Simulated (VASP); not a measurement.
Consider the following.

```yaml
crystal:
  lattice:
    - [-1.85041, 5.46083, 2.58173]
    - [1.85041, -5.46083, 2.58173]
    - [1.85041, 5.46083, -2.58173]
  atoms:
    - { symbol: Cu, position: [0.42731, 0.26074, 0.16657] }
    - { symbol: Cu, position: [0.09416, 0.26074, 0.83343] }
    - { symbol: Ge, position: [0.73073, 0.23073, 0.50000] }
    - { symbol: S, position: [0.32998, 0.00000, 0.32998] }
    - { symbol: S, position: [0.67002, 0.00000, 0.67002] }
    - { symbol: S, position: [0.00678, 0.00678, 0.00000] }
```

Method: LDA (Ceperley-Alder, Perdew-Zunger), VASP's LDA PAW potentials (set 64) (plane waves; VASP 6.6.1). Run with 400 eV cut-off, 11×11×11 Γ-centred mesh, tetrahedra with Blöchl corrections, potentials Cu Ge_d S.

The cores are frozen, which limits the accuracy of field gradients.

**Question.** Give the principal components of the electric field gradient (V/Å²) and the asymmetry η at each nucleus.

**Answer.** 
```tsv
atom	Vxx	Vyy	Vzz	η
Cu1	-11.1	-7.3	18.4	0.21
Cu2	-11.1	-7.3	18.4	0.21
Ge3	56.6	16.6	-73.2	0.55
S4	-71.2	-59.9	131.1	0.09
S5	-71.2	-59.9	131.1	0.09
S6	107.0	13.3	-120.4	0.78
```

The structure comes from a computed database's Cu2GeS3 entry (Imm2); how it stands against other phases isn't given here. It was relaxed first.
